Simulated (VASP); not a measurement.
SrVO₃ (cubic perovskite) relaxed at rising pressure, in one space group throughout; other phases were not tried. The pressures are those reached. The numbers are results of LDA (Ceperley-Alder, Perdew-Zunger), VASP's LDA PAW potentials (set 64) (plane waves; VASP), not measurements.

| P (GPa) | V (Å³/atom) | k-mesh |
|---|---|---|
| 0.08 | 10.795 | 8×8×8 |
| 5.05 | 10.563 | 8×8×8 |
| 10.04 | 10.356 | 8×8×8 |
| 19.90 | 10.000 | 8×8×8 |
| 29.86 | 9.697 | 8×8×8 |

A change of mesh leaves a small step in the series.

Task: Fit an equation of state and predict the volume at 45.07 GPa.

Result: Least squares on the third-order Birch-Murnaghan form, P = (3B0/2)(y⁷ − y⁵)[1 + (3/4)(B′ − 4)(y² − 1)] with y = (V0/V)^(1/3), gives V0 = 10.799 Å³/atom, B0 = 218 GPa and B′ = 4.4, and so 9.311 Å³/atom. The run gave 9.310 Å³/atom, -0.0 % from the fit.

Pressures at which the relaxation failed are left out.

The compound is SrVO3 in the cubic perovskite structure. The run is not spin-polarised, so no magnetic state was tried. The electron count is odd and the run is not spin-polarised, which forces a metal.
